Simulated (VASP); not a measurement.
SrB: energy against volume and a worked fit

It takes space group Pm-3m (No. 221, cubic). Conventional cell: a = 3.501 Å, b = 3.501 Å, c = 3.501 Å, α = 90.00°, β = 90.00°, γ = 90.00°. Sr (site symmetry m-3m) is surrounded by 8 B at 3.03 Å. Around B (site symmetry m-3m) lie 8 Sr at 3.03 Å.

The cell comes from a database or a generator and needn't be the stable form of this composition.

The cell was scaled at fixed shape and fractions and run with VASP, PBE PAW files B, Sr_sv, 520 eV; PBE, k mesh 8 × 8 × 8 on the cell of 2 atoms, fermi-dirac occupations of 0.05 eV, no spin polarisation, no spin-orbit coupling. Energies are those that the program minimises, any entropy of the smearing included. For a metal such a mesh isn't converged to the digits shown.

```tsv
V (Å³/atom)	energy over the lowest row (meV/atom)
20.1671	13.590
20.5962	6.148
21.0253	?
21.4544	0.000
21.8835	0.750
22.3126	3.736
22.7417	8.739
```

Task: Fit the third-order Birch-Murnaghan form, give V0, B0 and B′, and predict the energy left open.

Result: With y = (V0/V)^(2/3), E = E0 + (9 V0 B0/16) [(y - 1)³ B′ + (y - 1)² (6 - 4y)]. Least squares through the rows shown give V0 = 21.5318 Å³/atom, E0 = -0.040 meV, B0 = 45.31 GPa (1 eV/Å³ = 160.218 GPa) and B′ = 3.97, with a largest miss of 0.002 meV. At V = 21.0253 the form with these constants gives 1.712 meV; the run gave 1.711 meV an atom.
